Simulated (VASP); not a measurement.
Consider the following.

```
CELL_PARAMETERS angstrom
      0.00000     2.16000     2.16000
      2.16000     0.00000     2.16000
      2.16000     2.16000     0.00000
ATOMIC_POSITIONS crystal
  Ni 0.00000 0.00000 0.00000
  C  0.50000 0.50000 0.50000
```
Starting moments (μB, in the order of the record's atoms Ni C): 2.0 0.0.

These are r2SCAN meta-GGA, VASP's PBE PAW potentials (set 64) (plane waves; VASP) values and carry that method's errors. Numerical set-up: 520 eV cut-off, 13×13×13 Γ-centred mesh, first-order Methfessel-Paxton smearing of 0.10 eV, potentials Ni C.

Energy and stress use the plane-wave basis of the starting cell.

### Question
The ions, cell shape and volume are relaxed. Predict the relaxed structure.

### Answer

```
CELL_PARAMETERS angstrom
      0.00000     2.02117     2.02117
      2.02117     0.00000     2.02117
      2.02117     2.02117     0.00000
ATOMIC_POSITIONS crystal
  Ni 0.00000 0.00000 0.00000
  C  0.50000 0.50000 0.50000
```
Space group Fm-3m (225), at a tolerance of 0.03 Å. The cell ends with 0.00 μB, on the sites 0.00 0.00 μB.

### Question
How do energy and volume change from the first to the last step?

### Answer
The energy (σ→0) changes by -234.9 meV/atom and the volume by -18.1 %, in 6 ionic steps.

The structure was generated: NiC was put into the rock salt type (Fm-3m), which need not be its known phase. This run relaxes it. Symmetry was kept, so distortions that lower it aren't found.
